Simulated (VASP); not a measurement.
Consider the following.

```yaml
crystal:
  lattice:
    - [0.00000, 2.72944, 2.72944]
    - [2.72944, 0.00000, 2.72944]
    - [2.72944, 2.72944, 0.00000]
  atoms:
    - { symbol: Pd, position: [0.00000, 0.00000, 0.00000] }
    - { symbol: Sb, position: [0.50000, 0.50000, 0.50000] }
```

Calculation: PBEsol GGA, VASP's PBE PAW potentials (set 64) (plane waves; VASP). Numerical set-up: 400 eV cut-off, Gaussian smearing of 0.050 eV, potentials Pd Sb.

Unless said otherwise, spin-orbit coupling is left out, though it shifts the bands of the heavy elements here.

Task: Predict the band gap (along the path) with the smallest direct gap where there is one.

Result: 
```json
{
  "band gap (along the path)": "none (metal, semimetal or under 0.01 eV)"
}
```

Total energies compare only between runs with the same potentials, cut-off and functional.

The structure was generated: PdSb was put into the rock salt type (Fm-3m), which need not be its known phase. It was relaxed first, which changed the volume by -25 %. The electron count is odd and the run is not spin-polarised, which forces a metal.
